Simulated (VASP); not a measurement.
```xyz
1
Lattice="-1.5838 1.5838 1.5838 1.5838 -1.5838 1.5838 1.5838 1.5838 -1.5838" Properties=species:S:1:pos:R:3 pbc="T T T"
W      0.0000     0.0000     0.0000
```

All values below come from RPBE GGA, VASP's PBE PAW potentials (set 64) (plane waves; VASP 6.6.1). Run with 520 eV cut-off, 16×16×16 Γ-centred mesh, first-order Methfessel-Paxton smearing of 0.10 eV, potentials W_sv.

Unless said otherwise, spin-orbit coupling is left out, though it shifts the bands of the heavy elements here.

Task: Estimate the energy per atom (σ→0), pressure, band gap (on the k-mesh) with the smallest direct gap where there is one.

Result: 
```json
{
  "band gap (on the k-mesh)": "none (metal, semimetal or under 0.01 eV)",
  "energy per atom (σ→0)": "-12.392 eV/atom",
  "pressure": "8.76 GPa"
}
```

Only differences to runs with the same potentials and settings are physical.

The compound is W in the bcc structure. This cell is one point of a volume scan, at 0.97 of the reference volume.
